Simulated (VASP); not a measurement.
VASP input:

INCAR:
```
# general
SYSTEM   =  KF
PREC     =  Accurate
ENCUT    =  520   # plane-wave cut-off (eV)
LREAL    =  .FALSE.
LASPH    =  .TRUE.   # aspherical one-centre terms

# electronic loop
EDIFF    =  1E-6   # SCF stop (eV)
NELM     =  100   # most electronic steps
ALGO     =  Normal   # blocked Davidson
LMIXTAU  =  .TRUE.

# smearing
ISMEAR   =  0   # Gaussian
SIGMA    =  0.05

# functional
METAGGA  =  R2SCAN

# ions
IBRION   =  2   # conjugate gradients
NSW      =  60   # most ionic steps
ISIF     =  3   # ions, shape and volume
EDIFFG   =  -0.01   # ionic stop

# output
LWAVE    =  .FALSE.
LCHARG   =  .FALSE.
```

### KPOINTS
```
Automatic
0
G
 7 7 7
0 0 0
```

File POSCAR:
```
KF
1
    3.3800000000     0.0000000000     0.0000000000
    0.0000000000     3.3800000000     0.0000000000
    0.0000000000     0.0000000000     3.3800000000
K F
1 1
Direct
  0.0000000000   0.0000000000   0.0000000000
  0.5000000000   0.5000000000   0.5000000000
```

POTCAR, in this order: K_sv F (PBE.64 set). Program: vasp_std.

Task: Translate this r2SCAN calculation to Ansatz.

Result: One equivalent input (not run):
Ansatz 0.2 input:
```yaml
crystal:
  lattice:
    - [3.3800000, 0.0000000, 0.0000000]
    - [0.0000000, 3.3800000, 0.0000000]
    - [0.0000000, 0.0000000, 3.3800000]
  atoms:
    - { symbol: K, position: [0.0000000, 0.0000000, 0.0000000] }
    - { symbol: F, position: [0.5000000, 0.5000000, 0.5000000] }
kpoints:
  mp_grid: { grid: [7, 7, 7] }
hamiltonian:
  xc: r2scan
  pseudopotentials: { kind: paw }
scf:
  occupations: { method: gaussian, width: 0.05 }
  max_iter: 100
relax:
  max_steps: 60
  f_tol: 0.01
  cell: {}
output: { forces: true, stress: true, eigenvalues: true }
```
What does not carry over: each code has its own PAW files, so the cut-off isn't converted (ENCUT is set for VASP's; basis.ecutwfc is left out, and Ansatz then takes the one that its files recommend); Ansatz stops its SCF on the density residual and VASP on the energy change (EDIFF).

The structure was generated: KF was put into the CsCl type type (Pm-3m), which need not be its known phase. This run relaxes it. Symmetry was kept, so distortions that lower it aren't found.
